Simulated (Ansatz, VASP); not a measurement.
# MoP2SeS: VASP beside Ansatz, part 2 of 2

Aim: how closely do two programs agree when they are given the same cell, functional and k mesh? The cell is generated by rule, not measured, and may not be a known phase. The cell is taken from a series of runs on this material, whose earlier steps may have relaxed, scaled, displaced or heated it; both programs get it as it stands.

VASP 6.6.1 and Ansatz 0.2.0.

So far: Set-up; VASP: single point, HSE06.

The structure was built from a prototype and need not be the compound's stable phase.

## Step 3: Ansatz: single point, HSE06

Level of this step: Ansatz beside VASP: Kohn-Sham DFT, plane waves, HSE06 (Ansatz).

Ansatz runs on its PAW soft_1 files.

The same cell, functional and mesh now go to Ansatz, which takes its cutoff from its data sets.

input.yaml reads:

```yaml
crystal:
  lattice:
    - [3.2245723348, 0.0, 0.0]
    - [-1.6122861674, 2.7925615582, 0.0]
    - [0.0, 0.0, 11.1299466039]
  atoms:
    - { symbol: Mo, position: [0.3333333333, 0.6666666667, 0.3168091906] }
    - { symbol: S, position: [0.6666666667, 0.3333333333, 0.4543333109] }
    - { symbol: Se, position: [0.6666666667, 0.3333333333, 0.1635179818] }
    - { symbol: P, position: [0.6666666667, 0.3333333333, 0.8299662932] }
    - { symbol: P, position: [0.3333333333, 0.6666666667, 0.7176136603] }
kpoints:
  mp_grid: { grid: [6, 6, 2] }
  band_path:
    path:
      - [0.0, 0.0, 0.0]
      - [0.5, 0.0, 0.0]
      - [0.33333333, 0.33333333, 0.0]
      - [0.0, 0.0, 0.5]
      - [0.5, 0.0, 0.5]
      - [0.33333333, 0.33333333, 0.5]
    npoints: 1
hamiltonian:
  xc: hse06
  pseudopotentials: { kind: paw, azcp: { folder: soft_1 } }
scf:
  occupations: { method: fixed }
  n_extra_bands: 5
output:
  eigenvalues: true
```

Launch:

```
> ansatz run input.yaml --threads 3 --pin off --max-ram 92160MiB --backend cuda --events-out ev --progress --plain --runs-dir out --devices 1 --max-vram 13GiB
```

Numbers of over 12 decimals in the logs are rounded to 6 here.

Log:

```text
scf.n_extra_bands = 5 over 23 filled bands (N_el = 46.0): the run solves 28 bands
GPUs: using 1 of 1 available (devices: 1).
Engine: ansatz 0.2.0, x86_64-unknown-linux-gnu
Pseudopotentials: kind: paw
Pseudopotential: Mo, paw, valence charge 14, recommended cutoff 420 eV (normal), soft_1/Mo.paw.azcp
Pseudopotential: S, paw, valence charge 6, recommended cutoff 420 eV (normal), soft_1/S.paw.azcp
Pseudopotential: Se, paw, valence charge 16, recommended cutoff 420 eV (normal), soft_1/Se.paw.azcp
Pseudopotential: P, paw, valence charge 5, recommended cutoff 420 eV (normal), soft_1/P.paw.azcp
Functional definition: HSE06
  parameter a = 0.25
  parameter omega = 0.11/bohr
  exchange = pbe_x - a*pbe_x_sr(omega) + a*exact_x_sr(omega)
  correlation = pbe_c
davidson cushion auto → on  (no smearing: the cushion is to keep the highest requested band from converging to the state above it; pin scf.eigensolver.cushion to override)
device memory: the entry about to start is reckoned to put 0.9 GiB on a device that reports 23.8 GiB free (of which the cap on the GPU budget leaves the run 13.0 GiB)
GPU FFT provider: cuFFT
GPU libraries: cuBLAS 13.8.2, cuFFT 12.4.0, cuSOLVER 12.3.4
Crystal: 5 atoms, lattice volume = 100.223 Å³
Basis set: ecut = 420 eV, 1993 PW (Γ)
Bands: 28, of which v1, the nominal top of the filled ones, is band 23 counted from 1 (22 counted from 0)
Symmetry: 6 space group operations
Space group: P3m1 (ITA 156), of the structure as read, at distance tolerance 4.6e-5 Å
k-points: 14 of 72 (time reversal used)
Non-local potential: Mo, projectors of the file, l = 0: 3, l = 1: 2, l = 2: 2, l = 3: 1
Non-local potential: S, projectors of the file, l = 0: 2, l = 1: 2, l = 2: 1
Non-local potential: Se, projectors of the file, l = 0: 2, l = 1: 2, l = 2: 3, l = 3: 1
Non-local potential: P, projectors of the file, l = 0: 2, l = 1: 2, l = 2: 1
PAW form: soft (Blöchl's): semilocal exchange-correlation on the pseudo side does not see the compensation charge
PAW frozen core: Mo, regenerated for the run's functional, and the local potential with it (the file was generated under x = pbe(κ = 0.804, μ = 0.219515), c = pbe(β = 0.066725))
PAW frozen core: S, regenerated for the run's functional, and the local potential with it (the file was generated under x = pbe(κ = 0.804, μ = 0.219515), c = pbe(β = 0.066725))
PAW frozen core: Se, regenerated for the run's functional, and the local potential with it (the file was generated under x = pbe(κ = 0.804, μ = 0.219515), c = pbe(β = 0.066725))
PAW frozen core: P, regenerated for the run's functional, and the local potential with it (the file was generated under x = pbe(κ = 0.804, μ = 0.219515), c = pbe(β = 0.066725))
PAW one-centre angular grid: Mo, 590 points (default); XC on 64 Gauss nodes
PAW one-centre angular grid: S, 110 points (default); XC on 64 Gauss nodes
PAW one-centre angular grid: Se, 590 points (default); XC on 64 Gauss nodes
PAW one-centre angular grid: P, 110 points (default); XC on 64 Gauss nodes
Initial density: superposition of atomic densities (chi_scale 0.1, normalization cell), built separately for each of the 2 bonded fragments (scf.initial_density.interfragment_charge_transfer: auto; true builds it for the cell as a whole; a typed value also counts as a typed key of the start: scf.initial_density.chi_scale says what that changes, if anything)
Initial wavefunctions: pseudopotential atomic-orbital guess
GPU buffer pool allocated for 43200 grid points (all kernels)
GPU transforms: local potential and band sums: pruned to the plane-wave sphere, on 24×24×75
Functional: x = pbe(κ = 0.804, μ = 0.219515), c = pbe(β = 0.066725), warm-up for x = pbe(κ = 0.804, μ = 0.219515) + 0.25 (exact − pbe) at short range (hse, ω = 0.207870 Å⁻¹), c = pbe(β = 0.066725); HSE06 as pw.x's `hse` composes it (authors' and Libxc's form: `xc: wpbeh`)
SCF iter   1: F=—  HF=-12841.594199 eV  |F-HF|=—  |Δ(HF+E_count)|=         —  Δρ=4.47e-2  dr2=4.56e0  ethr=1.00e-1  ⟨swp⟩=4.1  Hψ=1180  notcnv=0
preconditioner: auto → none  [insulator: Δε(μ)=0.427 eV  Ē_g=8.169 eV  n_scr=26 (ndim 8)  ℏωp=19.6 eV  f_vac=0.034]
SCF iter   2: F=—  HF=-12843.458708 eV  |F-HF|=—  |Δ(HF+E_count)|=    1.86e0  Δρ=5.13e-2  dr2=2.69e1  ethr=9.92e-3  ⟨swp⟩=5.3  Hψ=1199  notcnv=0  defer=1
SCF iter   3: F=—  HF=-12841.402458 eV  |F-HF|=—  |Δ(HF+E_count)|=    2.06e0  Δρ=2.94e-2  dr2=6.78e0  ethr=9.92e-3  ⟨swp⟩=4.0  Hψ=1084  notcnv=0
iter 4 solved again at ethr=8.51e-4 eV; its pass at ethr=9.92e-3 eV (dr2=3.91e-1 eV) is discarded
SCF iter   4: F=—  HF=-12840.767432 eV  |F-HF|=—  |Δ(HF+E_count)|=   6.35e-1  Δρ=1.08e-2  dr2=3.88e-1  ethr=8.51e-4  ⟨swp⟩=2.5  Hψ=1766  notcnv=0
SCF iter   5: F=—  HF=-12840.720079 eV  |F-HF|=—  |Δ(HF+E_count)|=   4.74e-2  Δρ=5.22e-3  dr2=7.48e-2  ethr=8.44e-4  ⟨swp⟩=3.4  Hψ=915  notcnv=0
SCF iter   6: F=—  HF=-12840.719434 eV  |F-HF|=—  |Δ(HF+E_count)|=   6.45e-4  Δρ=4.42e-3  dr2=6.05e-2  ethr=1.63e-4  ⟨swp⟩=3.6  Hψ=995  notcnv=0
SCF iter   7: F=—  HF=-12840.712622 eV  |F-HF|=—  |Δ(HF+E_count)|=   6.81e-3  Δρ=1.73e-3  dr2=6.75e-3  ethr=1.32e-4  ⟨swp⟩=2.2  Hψ=871  notcnv=0
SCF iter   8: F=—  HF=-12840.711934 eV  |F-HF|=—  |Δ(HF+E_count)|=   6.88e-4  Δρ=3.67e-4  dr2=2.24e-4  ethr=1.47e-5  ⟨swp⟩=3.0  Hψ=943  notcnv=0
[...]
GPU FFT provider: cuFFT
GPU libraries: cuBLAS 13.8.2, cuFFT 12.4.0, cuSOLVER 12.3.4
Initial density: handed on by an earlier stage of this run
Initial wavefunctions: those handed on with the density
GPU buffer pool allocated for 43200 grid points (all kernels)
GPU transforms: local potential and band sums: pruned to the plane-wave sphere, on 24×24×75
Functional: x = pbe(κ = 0.804, μ = 0.219515) + 0.25 (exact − pbe) at short range (hse, ω = 0.207870 Å⁻¹), c = pbe(β = 0.066725); HSE06 as pw.x's `hse` composes it (authors' and Libxc's form: `xc: wpbeh`)
Exchange kernel: α = 0.2500, screened, ω = 0.2079 Å⁻¹, Wigner–Seitz truncation, v(0) = 1044.6406 eV·Å³, q-mesh 6×6×2, nearest image of the exchange supercell L = 19.35 Å, pair-density grid 15×15×48, without the augmentation charges, whose exchange is taken in its separable form by FFT convolution over the k-point mesh (sized by the pseudopotential files, 20×20×75 at the most), smooth part of the exact exchange by density-matrix convolution in up to 3.83 GiB of GPU memory as planned if the GPU has room (build and FFT work areas not counted)
Frozen-core exchange: fock
[...]
preconditioner: auto → none  [insulator: Δε(μ)=1.121 eV  Ē_g=9.429 eV  n_scr=26 (ndim 8)  ℏωp=19.6 eV  f_vac=0.055]
[...]
SCF iter   3: F=—  HF=-12845.569432 eV  |F-HF|=—  |Δ(HF+E_count)|=   6.73e-2  Δρ=1.96e-3  dr2=6.93e-3  ethr=6.01e-7  ⟨swp⟩=6.0  Hψ=1870  notcnv=0
SCF iter   4: F=—  HF=-12845.581594 eV  |F-HF|=—  |Δ(HF+E_count)|=   1.22e-2  Δρ=1.26e-3  dr2=1.95e-3  ethr=6.01e-7  ⟨swp⟩=4.6  Hψ=1450  notcnv=0
SCF iter   5: F=—  HF=-12845.581112 eV  |F-HF|=—  |Δ(HF+E_count)|=   4.82e-4  Δρ=2.84e-4  dr2=1.55e-4  ethr=6.01e-7  ⟨swp⟩=4.0  Hψ=1322  notcnv=0
SCF iter   6: F=—  HF=-12845.581620 eV  |F-HF|=—  |Δ(HF+E_count)|=   5.08e-4  Δρ=2.68e-4  dr2=1.75e-4  ethr=1.91e-7  ⟨swp⟩=4.0  Hψ=1160  notcnv=0
SCF iter   7: F=-12845.581586 eV  HF=-12845.581587 eV  |F-HF|=1.21e-6  |Δ(HF+E_count)|=   3.33e-5  Δρ=3.76e-5  dr2=5.80e-6  ethr=1.91e-7  ⟨swp⟩=3.0  Hψ=999  notcnv=0
SCF 2 stopped early in 7 iterations: F = -12845.581586 eV  dr2 = 5.80e-6
hybrid outer 1: dexx = +1.661e-2 eV, tail = 7.92e-5 eV
GPU FFT provider: cuFFT
GPU libraries: cuBLAS 13.8.2, cuFFT 12.4.0, cuSOLVER 12.3.4
GPU buffer pool allocated for 43200 grid points (all kernels)
GPU transforms: local potential and band sums: pruned to the plane-wave sphere, on 24×24×75
Exchange kernel: α = 0.2500, screened, ω = 0.2079 Å⁻¹, Wigner–Seitz truncation, v(0) = 1044.6406 eV·Å³, q-mesh 6×6×2, nearest image of the exchange supercell L = 19.35 Å, pair-density grid 15×15×48, without the augmentation charges, whose exchange is taken in its separable form by FFT convolution over the k-point mesh (sized by the pseudopotential files, 20×20×75 at the most), smooth part of the exact exchange by density-matrix convolution in up to 3.83 GiB of GPU memory as planned if the GPU has room (build and FFT work areas not counted)
Frozen-core exchange: fock
SCF iter   1: F=—  HF=-12845.581659 eV  |F-HF|=—  |Δ(HF+E_count)|=         —  Δρ=5.64e-5  dr2=6.35e-6  ethr=8.61e-7  ⟨swp⟩=2.1  Hψ=870  notcnv=0
preconditioner: auto → none  [insulator: Δε(μ)=1.256 eV  Ē_g=9.362 eV  n_scr=26 (ndim 8)  ℏωp=19.6 eV  f_vac=0.056]
iter 2 solved again at ethr=6.45e-10 eV; its pass at ethr=1.19e-8 eV (dr2=2.97e-7 eV) is discarded
SCF iter   2: F=—  HF=-12845.581659 eV  |F-HF|=—  |Δ(HF+E_count)|=   6.99e-8  Δρ=1.69e-5  dr2=4.49e-7  ethr=6.45e-10  ⟨swp⟩=2.5  Hψ=2148  notcnv=0
SCF iter   3: F=—  HF=-12845.581660 eV  |F-HF|=—  |Δ(HF+E_count)|=   1.23e-6  Δρ=1.30e-5  dr2=2.67e-7  ethr=6.45e-10  ⟨swp⟩=4.4  Hψ=1183  notcnv=0  defer=2
SCF iter   4: F=-12845.581660 eV  HF=-12845.581660 eV  |F-HF|=1.24e-8  |Δ(HF+E_count)|=   3.97e-8  Δρ=4.26e-6  dr2=2.77e-8  ethr=5.53e-10  ⟨swp⟩=2.4  Hψ=874  notcnv=0
SCF 3 converged in 4 iterations: F = -12845.581660 eV  dr2 = 2.77e-8
hybrid outer 2: dexx = +1.727e-6 eV, tail = 8.32e-8 eV, Δε = 4.92e-3 eV (about 2.76e-4 eV left of the loop's levels)
the search or the solves at the SCF's close seem to have found levels that the self-consistency loop had missed (the run counts 1). By its estimate they hold under 1e-12 electrons; where the run keeps them, the occupations were computed again with them
device memory: the entry about to start is reckoned to put 0.5 GiB on a device that reports 18.7 GiB free (of which the cap on the GPU budget leaves the run 13.0 GiB)
NSCF: frozen V_eff on 6 k-points
hybrid SCF converged: 2 outer / 11 inner (+9 warm-up), last move |dexx| = 1.73e-6 eV, tail = 8.32e-8 eV
Stability not checked: this state was not tested for a lower state beside it, because the functional holds exact exchange (a hybrid, or Hartree-Fock), whose exchange loop this test does not read (fock_operator; see scf.lower_state_search)
Free energy (F): -12845.581661 eV
Frozen-core exchange: fock
Harris-Foulkes:  -12845.581661 eV  (|F-HF|=1.24e-8)
Internal energy: -12845.581661 eV  (E = F + TS)
E sigma→0 (E₀):  -12845.581661 eV
Fermi energy:    8.878586 eV
--- Per-component energies (eV) ---
  E_band       = -657.442360
  E_kinetic    = 774.307313
  E_local      = -7976.805444  (includes V_loc(G=0)·N_el)
  E_nonlocal   = -111.156023
  E_hartree    = 3816.900025
  E_xc         = -400.081499
  E_vxc        = -413.388073  (∫ρ·V_xc dr)
  E_exx        = -137.454143  (= α·E_x^exact, valence–valence)
  E_paw        = -7026.530147  (= ΣΔE_a)
  E_vpaw       = -289.288583  (= ΣTr[D̂ρ^β])
  E_aug_tail   = -0.000330  (compensation charges beyond the density's cutoff)
  E_ewald      = -1783.006539
  E_core_change = -1.754873  (= ΣΔE_core)
  E_smearing   = -0.000000  (= −TS)
  E_closure    = -0.000000  (closes the sum)
  Σ components = -12845.581661   (vs F -12845.581661, Δ=0.00e0)
--- Band table (eV; the first three rows and the last of 14) ---
  k-point 0: bands = [... 19 lower, 6.8230, 7.7043, 7.7043, 8.8786, 11.6713, 11.6713, 12.0447, 12.0447, ... 1 higher]
  k-point 1: bands = [... 19 lower, 7.6520, 7.7051, 7.7051, 8.6115, 11.6724, 11.6724, 12.0383, 12.0383, ... 1 higher]
  k-point 2: bands = [... 19 lower, 6.7891, 6.7993, 7.0023, 8.2653, 11.0398, 11.4619, 11.4850, 11.7023, ... 1 higher]
  k-point 13: bands = [... 19 lower, 5.5095, 5.7398, 5.7732, 8.1214, 10.2568, 10.2983, 11.6239, 12.2808, ... 1 higher]
```

In the SCF lines HF is the Harris–Foulkes energy and dr2 the Hartree energy of the density residual, in eV; the loop may stop once dr2 is under the threshold and the program's other checks hold. Hψ counts applications of the Hamiltonian.

## Step 4: Side by side

Known differences besides the potentials themselves: exact exchange at q = 0 is treated differently, which shows on coarse meshes; VASP keeps PBE cores, Ansatz makes them for the functional; fixed occupations in Ansatz, narrow Gaussian smearing in VASP; the data sets hold 46 valence electrons in Ansatz (on its PAW soft_1 files) and 36 in VASP; the cutoff is 420 eV in Ansatz and 400 eV in VASP; VASP takes a coarser grid for exact exchange (PRECFOCK = Fast). Total energies have different zeros and are not compared.

Both answers:

```csv
quantity,Ansatz,VASP,difference
gap on the k mesh (eV),1.255,1.275,-0.020
```

A gap on the mesh is an upper bound, since the band edges may lie between its points.

## Step 5: What came out

```json
{"difference in gap on the k mesh (single point, HSE06)": "-0.020 eV"}
```

In words: The difference in gap on the k mesh is -0.020 eV (single point, HSE06), within the 0.08 eV picked in this series as the mark of a large difference. The data sets hold unlike numbers of valence electrons (46 in Ansatz and 36 in VASP), so part of the differences comes from the potentials. Such differences can come from data sets, numerical settings and the points named under the comparisons, not from the functional's error against experiment.

[Lines on the potential files, build, host, timing and source positions are cut from VASP's logs without a mark.]

[Logs are printed without paths, hosts, clocks, repeated set-up lines and the standing remarks that a program may print on its own settings, such as how far it seeks lower states.]

[Hosts, paths, dates, database ids (printed as entryN), source tags and the programs' standing remarks are cut or masked in the printed files.]
